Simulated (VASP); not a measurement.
Calculation: PBE GGA, VASP's PBE PAW potentials (set 64) (plane waves; VASP 6.6.1).

The input files of a VASP run:

INCAR:
```
! general
SYSTEM  = Pb
PREC    = Accurate
ENCUT   = 300
LREAL   = .FALSE.   ! projection in real space or not
LASPH   = .TRUE.   ! aspherical one-centre terms

! electronic loop
EDIFF   = 1E-6   ! SCF stop (eV)
NELM    = 100
ALGO    = Normal   ! blocked Davidson
LMAXMIX = 4   ! l cut-off of mixed one-centre charges

! smearing
ISMEAR  = -1   ! Fermi-Dirac
SIGMA   = 0.1

! functional
GGA     = PE

! ions
ISIF    = 2   ! forces and stress, cell fixed

! output
LWAVE   = .FALSE.
LCHARG  = .FALSE.
```

**KPOINTS**
```
Automatic mesh
0
Gamma
8 8 8
0 0 0
```

File POSCAR:
```
Pb
4.9386180
  0.0000000000   0.5000000000   0.5000000000
  0.5000000000   0.0000000000   0.5000000000
  0.5000000000   0.5000000000   0.0000000000
Pb
1
direct
  0.0000000000   0.0000000000   0.0000000000
```

POTCAR, in this order: Pb_d (PBE.64 set). Program: vasp_std.

At this cut-off the stress carries a Pulay error, which pulls relaxed volumes low. Unless said otherwise, spin-orbit coupling is left out, though it shifts the bands of the heavy elements here.

**Question.** What does the run give for the energy per atom (σ→0), pressure, band gap (on the k-mesh)?

**Answer.** 
```yaml
energy per atom (σ→0): -3.562 eV/atom
band gap (on the k-mesh): none (metal, semimetal or under 0.01 eV)
pressure: 2.19 GPa
```

### OSZICAR
```
...
DAV:   4    -0.357728505912E+01   -0.58178E-01   -0.58169E-01   726   0.923E+00
DAV:   5    -0.358009676637E+01   -0.28117E-02   -0.28117E-02   831   0.188E+00    0.522E-01
DAV:   6    -0.357160178484E+01    0.84950E-02   -0.11444E-02   760   0.195E+00    0.275E-01
DAV:   7    -0.356897187058E+01    0.26299E-02   -0.59222E-03   764   0.132E+00    0.851E-02
DAV:   8    -0.356886111811E+01    0.11075E-03   -0.34914E-04   741   0.370E-01    0.102E-02
DAV:   9    -0.356885827384E+01    0.28443E-05   -0.96111E-06   762   0.594E-02    0.483E-03
DAV:  10    -0.356885811091E+01    0.16294E-06   -0.12371E-06   582   0.109E-02
   1 F= -.35688581E+01 E0= -.35616568E+01  d E =-.144027E-01
```

The structure comes from a computed database's Pb entry; how it stands against other phases isn't given here. The cell was not relaxed at this level, and its volume differs by -5.9 % from the start's.
